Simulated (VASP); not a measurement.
Input:

```yaml
crystal:
  lattice:
    - [4.14162, 0.00000, 0.00000]
    - [0.00000, 4.14162, 0.00000]
    - [0.00000, 0.00000, 4.14162]
  atoms:
    - { symbol: Ba, position: [0.00000, 0.00000, 0.00000] }
    - { symbol: Hf, position: [0.50000, 0.50000, 0.50000] }
    - { symbol: O, position: [0.50000, 0.00000, 0.50000] }
    - { symbol: O, position: [0.00000, 0.50000, 0.50000] }
    - { symbol: O, position: [0.50000, 0.50000, 0.00000] }
```

These are PBE GGA with D3 dispersion (zero damping), VASP's PBE PAW potentials (set 64) (plane waves; VASP) values and carry that method's errors. Run with 520 eV cut-off, 5×5×5 Γ-centred mesh, Gaussian smearing of 0.050 eV, potentials Ba_sv Hf_pv O.

Q: Predict the energy per atom (σ→0), pressure.

A: 
```
Quantity                       Result
---------------------  --------------
energy per atom (σ→0)  -8.861 eV/atom
pressure                     5.27 GPa
```

Only differences to runs with the same potentials and settings are physical.

The compound is BaHfO3 in the cubic perovskite structure. This cell is one point of a volume scan, at 0.97 of the reference volume.
